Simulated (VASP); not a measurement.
Here is the system:

```yaml
crystal:
  lattice:
    - [0.00000, 2.83290, 2.83290]
    - [2.83290, 0.00000, 2.83290]
    - [2.83290, 2.83290, 0.00000]
  atoms:
    - { symbol: Zn, position: [0.00000, 0.00000, 0.00000] }
    - { symbol: Se, position: [0.25000, 0.25000, 0.25000] }
```

Calculation: PBE GGA with D4 dispersion, VASP's PBE PAW potentials (set 64) (plane waves; VASP). Numerical set-up: 520 eV cut-off, 9×9×9 Γ-centred mesh, tetrahedra with Blöchl corrections, potentials Zn Se.

Question: What does the run give for the energy per atom (σ→0), band gap (on the k-mesh) with the smallest direct gap where there is one?

Answer: 
```
Item                                          Value
-----------------------------------  --------------
band gap (on the k-mesh)                    1.29 eV
smallest direct gap (on the k-mesh)         1.29 eV
energy per atom (σ→0)                -3.327 eV/atom
```

The compound is ZnSe in the zinc blende structure. It was relaxed first.
